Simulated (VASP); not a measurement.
MnF2:

```xyz
6
Lattice="4.8738 0.0000 0.0000 0.0000 4.8738 0.0000 0.0000 0.0000 3.3107" Properties=species:S:1:pos:R:3 pbc="T T T"
Mn    0.0000    0.0000    0.0000
Mn    2.4369    2.4369    1.6554
F     1.4880    1.4880    0.0000
F     0.9489    3.9249    1.6554
F     3.3858    3.3858    0.0000
F     3.9249    0.9489    1.6554
```

| Property | Result |
| --- | --- |
| Program | VASP 6.6.1 |
| Task | relaxation of cell and atoms |
| Functional | PBE |
| Potentials or basis | VASP PAW PBE potentials, release 64 (Mn_pv, F) |
| Cutoff | 600 eV |
| k mesh | 6 × 6 × 8 |
| Occupations | gaussian, width 0.03 eV |
| Spin | collinear spin, ferromagnetic start |
| Starting moments | [5.0, 5.0, 0.0, 0.0, 0.0, 0.0] μB |

At the start: pressure 3.6 GPa; volume 13.11 Å³/atom.

Question: How do energy, volume and symmetry change on relaxing?

Answer: Over 9 steps the energy falls by 5.6 meV/atom and the volume is 13.62 Å³/atom (+3.9 %); space group P4_2/mnm (No. 136, to 0.05 Å); moment 10.00 μB per cell.

The path:
| step | energy change (eV) | largest force (eV/Å) | pressure (GPa) | volume (Å³) |
| --- | --- | --- | --- | --- |
| 1 | 0.0000 | 0.0436 | 3.62 | 78.64 |
| 2 | -0.0319 | 0.0173 | -0.47 | 82.06 |
| 3 | -0.0326 | 0.0103 | 0.01 | 81.60 |
| 4 | -0.0326 | 0.0094 | 0.09 | 81.54 |
| 5 | -0.0329 | 0.0051 | 0.10 | 81.58 |
| 6 | -0.0332 | 0.0008 | 0.09 | 81.61 |
| 7 | -0.0333 | 0.0076 | 0.10 | 81.68 |
| 8 | -0.0333 | 0.0028 | -0.13 | 81.85 |
| 9 | -0.0333 | 0.0059 | -0.01 | 81.75 |

Final structure:
```
CELL_PARAMETERS angstrom
4.94785 0.00000 0.00000
0.00000 4.94785 0.00000
0.00000 0.00000 3.33916
ATOMIC_POSITIONS crystal
Mn 0.00000 0.00000 0.00000
Mn 0.50000 0.50000 0.50000
F 0.30528 0.30528 0.00000
F 0.19472 0.80528 0.50000
F 0.69472 0.69472 0.00000
F 0.80528 0.19472 0.50000
```

Caveat: only a ferromagnetic start was run, and an antiferromagnetic order may lie lower in energy.
